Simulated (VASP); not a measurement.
```yaml
crystal:
  lattice:
    - [4.67260, 0.00000, 0.00000]
    - [0.00000, 4.67260, 0.00000]
    - [0.00000, 0.00000, 3.08241]
  atoms:
    - { symbol: Mg, position: [0.00000, 0.00000, 0.00000] }
    - { symbol: Mg, position: [0.50000, 0.50000, 0.50000] }
    - { symbol: F, position: [0.30314, 0.30314, 0.00000] }
    - { symbol: F, position: [0.80314, 0.19686, 0.50000] }
    - { symbol: F, position: [0.19686, 0.80314, 0.50000] }
    - { symbol: F, position: [0.69686, 0.69686, 0.00000] }
```

Calculation: PW91 GGA, VASP's PBE PAW potentials (set 64) (plane waves; VASP 6.6.1). Numerical set-up: 520 eV cut-off, 6×6×8 Γ-centred mesh, tetrahedra with Blöchl corrections, potentials Mg F.

The cores are frozen, which limits the accuracy of field gradients.

### Question
Give the principal components of the electric field gradient (V/Å²) and the asymmetry η at each nucleus.

### Answer

```
atom   Vxx   Vyy    Vzz     η
----  ----  ----  -----  ----
Mg1   -4.8  -1.3    6.1  0.57
Mg2   -4.8  -1.3    6.1  0.57
F3    34.0  16.5  -50.5  0.35
F4    34.0  16.5  -50.5  0.35
F5    34.0  16.5  -50.5  0.35
F6    34.0  16.5  -50.5  0.35
```

The compound is MgF2 in the rutile structure. It was relaxed first.
